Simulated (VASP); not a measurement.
Here is the system:

```yaml
crystal:
  lattice:
    - [3.14506, 0.00000, 0.00000]
    - [0.00000, 3.14506, 0.00000]
    - [0.00000, 0.00000, 3.14506]
  atoms:
    - { symbol: Ba, position: [0.00000, 0.00000, 0.00000] }
    - { symbol: O, position: [0.50000, 0.50000, 0.50000] }
```

Calculation: PBEsol GGA, VASP's PBE PAW potentials (set 64) (plane waves; VASP). Settings: 620 eV cut-off, 8×8×8 Γ-centred mesh, Gaussian smearing of 0.050 eV, potentials Ba_sv O.

Unless said otherwise, spin-orbit coupling is left out, though it shifts the bands of the heavy elements here.

Question: What does the run give for the energy per atom (σ→0), pressure, band gap (on the k-mesh) with the smallest direct gap where there is one?

Answer: 
```yaml
band gap (on the k-mesh): 1.34 eV
smallest direct gap (on the k-mesh): 1.34 eV
energy per atom (σ→0): -556.2 kJ/mol of atoms
pressure: 20.00 GPa
```

The absolute energy has meaning only against runs of the same code, potentials and settings.

The structure was generated: BaO was put into the CsCl type type (Pm-3m), which need not be its known phase. It was relaxed first under an external pressure of 20 GPa.
